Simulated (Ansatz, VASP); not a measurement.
# TaN in two plane-wave programs, part 2 of 2

Aim: how closely do two programs agree when they are given the same cell, functional and k mesh? The cell is taken from a series of runs on this material, whose earlier steps may have relaxed, scaled, displaced or heated it; both programs get it as it stands.

VASP 6.6.1 and Ansatz 0.2.0.

So far: Starting point; VASP: zone-centre phonons, LDA.

### 3. Ansatz: zone-centre phonons, LDA

Level of this step: Ansatz beside VASP: Kohn-Sham DFT, plane waves, LDA (Ansatz).

Ansatz runs on its PAW soft_1 files.

The same cell, functional (in two slightly different forms), mesh and smearing now go to Ansatz, which takes its cutoff from its data sets.

Input file input.yaml:

```yaml
crystal:
  lattice:
    - [2.927070007, 0.0, 0.0]
    - [-1.4635350035, 2.5349169847, 0.0]
    - [0.0, 0.0, 2.8680066474]
  atoms:
    - { symbol: "N", position: [0.6666666667, 0.3333333333, 0.0] }
    - { symbol: Ta, position: [0.0, 0.0, 0.5] }
kpoints:
  mp_grid: { grid: [18, 18, 16] }
hamiltonian:
  xc: lda
  pseudopotentials: { kind: paw, azcp: { folder: soft_1 }, xc_functional: pbe }
scf:
  occupations: { method: methfessel_paxton, width: 0.2 }
output:
  eigenvalues: true
phonons:
  method: dfpt
```

Started as:

```console
$ ansatz run input.yaml --threads 4 --pin off --max-ram 10240MiB --backend cpu --events-out ev --progress --plain --runs-dir out
```

Numbers of over 12 decimals in the logs are rounded to 6 here.

The log of the run:

```text
zone centre: on kpoints.mp_grid the ground state, and the responses unless they are solved on pairs of k-points, stand on 819 of the mesh's 5184 k-points, reduced under 4 symmetry operations, with k and −k counted as one. Each operation leaves every solved displacement unchanged or reverses it
Engine: ansatz 0.2.0, aarch64-unknown-linux-gnu
Pseudopotentials: kind: paw
Pseudopotential: N, paw, valence charge 5, recommended cutoff 420 eV (normal), soft_1/N.paw.azcp
Pseudopotential: Ta, paw, valence charge 13, recommended cutoff 420 eV (normal), soft_1/Ta.paw.azcp
Functional definition: SPW92
  exchange = slater_x
  correlation = pw_c
Crystal: 2 atoms, lattice volume = 21.280 Å³
Basis set: ecut = 420 eV, 405 PW (Γ), exchange–correlation on 40×40×40 points (8 copies of the dense FFT grid, shifted against one another)
Bands: 13, of which v1, the nominal top of the filled ones, is band 9 counted from 1 (8 counted from 0)
Symmetry: 12 space group operations
k-points: 819 of 5184 (irreducible under 4 space group operations, time reversal used)
Non-local potential: N, projectors of the file, l = 0: 2, l = 1: 2, l = 2: 1
Non-local potential: Ta, projectors of the file, l = 0: 3, l = 1: 2, l = 2: 2, l = 3: 1
PAW form: soft (Blöchl's): semilocal exchange-correlation on the pseudo side does not see the compensation charge
PAW frozen core: N, regenerated for the run's functional, and the local potential with it (the file was generated under x = pbe(κ = 0.804, μ = 0.219515), c = pbe(β = 0.066725))
PAW frozen core: Ta, regenerated for the run's functional, and the local potential with it (the file was generated under x = pbe(κ = 0.804, μ = 0.219515), c = pbe(β = 0.066725))
PAW one-centre angular grid: N, 110 points (default); XC on 64 Gauss nodes
PAW one-centre angular grid: Ta, 590 points (default); XC on 64 Gauss nodes
Initial density: superposition of atomic densities (chi_scale 0.1, normalization cell, long waves kept (reshape's long-wave potential 0.00 eV rms))
Initial wavefunctions: pseudopotential atomic-orbital guess
Functional: x = slater, c = lda
SCF iter   1: F=—  HF=-10060.066599 eV  |F-HF|=—  |Δ(HF+E_count)|=         —  Δρ=4.76e-2  dr2=2.78e-1  ethr=3.10e-3  ⟨swp⟩=5.0  Hψ=53070  notcnv=0
preconditioner: auto → none  [metal: Δε(μ)=0.073 eV  Ē_g=11.200 eV  σ=0.200 eV  W_gap=0.30  n_scr=8 (ndim 8)  ℏωp=25.5 eV  f_vac=0.000  D(μ)=0.05/eV (n_scr^D=0)  sad-step TF]
SCF iter   2: F=—  HF=-10060.044577 eV  |F-HF|=—  |Δ(HF+E_count)|=   2.20e-2  S|Δr|=    0.00e0  Δρ=2.96e-2  dr2=1.17e-1  ethr=1.54e-3  ⟨swp⟩=1.0  Hψ=17199  notcnv=0
SCF iter   3: F=—  HF=-10060.023478 eV  |F-HF|=—  |Δ(HF+E_count)|=   2.11e-2  S|Δr|=    0.00e0  Δρ=1.51e-3  dr2=2.29e-4  ethr=6.52e-4  ⟨swp⟩=2.6  Hψ=14365  notcnv=0
SCF iter   4: F=—  HF=-10060.023534 eV  |F-HF|=—  |Δ(HF+E_count)|=   5.60e-5  S|Δr|=    0.00e0  Δρ=3.49e-4  dr2=2.66e-5  ethr=1.27e-6  ⟨swp⟩=2.2  Hψ=16542  notcnv=0
SCF iter   5: F=—  HF=-10060.023527 eV  |F-HF|=—  |Δ(HF+E_count)|=   7.21e-6  S|Δr|=    0.00e0  Δρ=3.28e-5  dr2=7.79e-8  ethr=1.48e-7  ⟨swp⟩=2.2  Hψ=14630  notcnv=0
SCF iter   6: F=—  HF=-10060.023526 eV  |F-HF|=—  |Δ(HF+E_count)|=   5.75e-7  S|Δr|=    0.00e0  Δρ=5.76e-6  dr2=2.83e-9  ethr=4.33e-10  ⟨swp⟩=2.5  Hψ=17614  notcnv=0
SCF iter   7: F=—  HF=-10060.023526 eV  |F-HF|=—  |Δ(HF+E_count)|=  5.35e-10  S|Δr|=    0.00e0  Δρ=9.59e-7  dr2=1.34e-10  ethr=1.57e-11  ⟨swp⟩=2.3  Hψ=15744  notcnv=0
SCF iter   8: F=-10060.023526 eV  HF=-10060.023526 eV  |F-HF|=0.00e0  |Δ(HF+E_count)|=  4.37e-11  S|Δr|=    0.00e0  Δρ=7.62e-8  dr2=5.60e-13  ethr=1.00e-12  ⟨swp⟩=6.0  Hψ=46470  notcnv=0
the search or the solves at the SCF's close seem to have found levels that the self-consistency loop had missed (the run counts 3). By its estimate they hold under 1e-12 electrons; where the run keeps them, the occupations were computed again with them
SCF 1 converged in 8 iterations: F = -10060.023526 eV  dr2 = 5.60e-13
  greatest PAW one-centre occupation: 0.999 electrons in one spin orbital (limit 2), on the Ta atom at site 1 (counted from 0), in its partial waves of l = 0
DFPT response loops at Γ: preconditioner auto → Kerker (q_TF=auto, 2.653 Å⁻¹) (partly filled bands, converged f_vac=0.000); β = 1.00, the filter's whole step (`scf.mixing.beta` (0.50) is not read by the response loops under this deck's `scf.mixing.preconditioner`; to damp them name `kerker` or `kerker_dos`, under which they read `scf.mixing.beta`, and type it under 1.00, their step now; both keys bind the ground state too); Broyden in place of MSR1
SCF converged after 8 iterations
Stability not checked: this state was not tested for a lower state beside it, because cold or Methfessel-Paxton smearing, or corrected tetrahedra, fill the levels in a way that the test cannot read (fill_not_monotonic; see scf.lower_state_search)
Free energy (F): -10060.023526 eV
Harris-Foulkes:  -10060.023526 eV  (|F-HF|=0.00e0)
Internal energy: -10060.024165 eV  (E = F + TS)
E sigma→0 (E₀):  -10060.023686 eV
Entropy (-TS):   0.000639 eV (0.320 meV/atom)
Fermi energy:    19.972154 eV
--- Per-component energies (eV) ---
  E_band       = -54.847408
  E_kinetic    = 524.010049
  E_local      = -586.936801  (includes V_loc(G=0)·N_el)
  E_nonlocal   = 30.259469
  E_hartree    = 208.695527
  E_xc         = -378.774435
  E_vxc        = -310.835546  (∫ρ·V_xc dr)
  E_paw        = -8176.577280  (= ΣΔE_a)
  E_vpaw       = -128.736552  (= ΣTr[D̂ρ^β])
  E_aug_tail   = 0.000903  (compensation charges beyond the density's cutoff)
  E_ewald      = -1681.040638
  E_core_change = 0.339041  (= ΣΔE_core)
  E_smearing   = 0.000639  (= −TS)
  E_closure    = 0.000000  (closes the sum)
  Σ components = -10060.023526   (vs F -10060.023526, Δ=0.00e0)
--- Band table (eV; the first three rows and the last of 819) ---
  k-point 0: bands = [... 5 lower, 15.4127, 15.4127, 15.7859, 17.1240, 22.4184, 23.6637, 23.6637, 24.0497]
  k-point 1: bands = [... 5 lower, 15.4455, 15.4455, 15.4777, 17.3814, 22.5603, 23.0266, 23.0266, 24.5402]
  k-point 2: bands = [... 5 lower, 14.7936, 15.5397, 15.5397, 17.9617, 22.2052, 22.2052, 22.9449, 24.9168]
  k-point 818: bands = [... 5 lower, 12.3755, 13.1599, 15.8917, 19.0231, 24.1928, 25.1441, 26.1549, 27.2200]
--- Phonons (Γ-DFPT): 4 representative perturbations + reference, on 819 of 5184 k-points (Σ response iterations 12) ---
  k mesh reduced under 4 symmetry operations, with k and −k counted as one. Each operation leaves every solved displacement unchanged or reverses it
  ASR residual: 3.900e-5 → 0.000e0 eV/Å²; symmetrization residual: 3.582e-6 eV/Å²
  ASR residual per site (eV/Å²): 3.90e-5 2.59e-5
  Γ frequencies (cm⁻¹): 0.00 0.00 0.00 525.85 525.85 543.04
  non-analytic LO–TO correction: not included (Born effective charges unavailable; polar crystals: no LO–TO splitting at Γ)
```

The column dr2 measures how far the density is from self-consistency, as an energy; F and HF (Harris–Foulkes) agree once it is small.

### 4. Side by side

Known differences besides the potentials themselves: the two LDA forms differ slightly; the data sets hold 18 valence electrons in Ansatz (on its PAW soft_1 files) and 16 in VASP; the cutoff is 420 eV in Ansatz and 600 eV in VASP; VASP's log shows a relativistic correction to its local exchange, Ansatz's none. Total energies have different zeros and are not compared.

Compared:

| quantity | Ansatz | VASP | difference |
| --- | --- | --- | --- |
| optical mode 1 to 2 (cm⁻¹) | 525.9 | 529.9 | -0.76 % |
| optical mode 3 (cm⁻¹) | 543.0 | 547.4 | -0.81 % |

Modes are paired by rising frequency, not by their patterns, so a pair may set unlike modes beside each other; they are those without the splitting of longitudinal modes.

### 5. Results

- r.m.s. difference of the optical zone-centre modes, each program's sorted by frequency (zone-centre phonons, LDA): 4.2 cm⁻¹
- difference in optical mode 3 (zone-centre phonons, LDA): -0.8 %

The r.m.s. difference of the optical zone-centre modes, each program's sorted by frequency is 4.2 cm⁻¹ (zone-centre phonons, LDA). The data sets hold unlike numbers of valence electrons (18 in Ansatz and 16 in VASP), so part of the differences comes from the potentials. Among the rows given in per cent, the largest difference of the zone-centre phonons, LDA pair is in optical mode 3, -0.8 %. Such differences can come from data sets, numerical settings and the points named under the comparisons, not from the functional's error against experiment.

[Lines on the potential files, build, host, timing and source positions are cut from VASP's logs without a mark.]

[Logs are printed without paths, hosts, clocks, repeated set-up lines and the standing remarks that a program may print on its own settings, such as how far it seeks lower states.]

[Hosts, paths, dates, database ids (printed as entryN), source tags and the programs' standing remarks are cut or masked in the printed files.]
